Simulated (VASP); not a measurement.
Given:

```
CELL_PARAMETERS angstrom
      2.95000     0.00000     0.00000
      0.00000     2.95000     0.00000
      0.00000     0.00000     2.95000
ATOMIC_POSITIONS crystal
  Zn 0.50000 0.50000 0.50000
  Cu 0.00000 0.00000 0.00000
```

Calculation: PW91 GGA, VASP's PBE PAW potentials (set 64) (plane waves; VASP). Settings: 520 eV cut-off, 11×11×11 Γ-centred mesh, first-order Methfessel-Paxton smearing of 0.10 eV, potentials Zn Cu.

Q: The ions, cell shape and volume are relaxed. What does this cell relax into?

A: 
```
CELL_PARAMETERS angstrom
      2.96808     0.00000     0.00000
      0.00000     2.96808     0.00000
      0.00000     0.00000     2.96808
ATOMIC_POSITIONS crystal
  Zn 0.50000 0.50000 0.50000
  Cu 0.00000 0.00000 0.00000
```
Space group Pm-3m (221), at a tolerance of 0.03 Å.

Q: How do energy and volume change from the first to the last step?

A: The energy (σ→0) changes by -1.6 meV/atom and the volume by +1.8 %, in 3 ionic steps.

The compound is CuZn in the CsCl type structure. This run relaxes it. Symmetry was kept, so distortions that lower it aren't found. The electron count is odd and the run is not spin-polarised, which forces a metal.
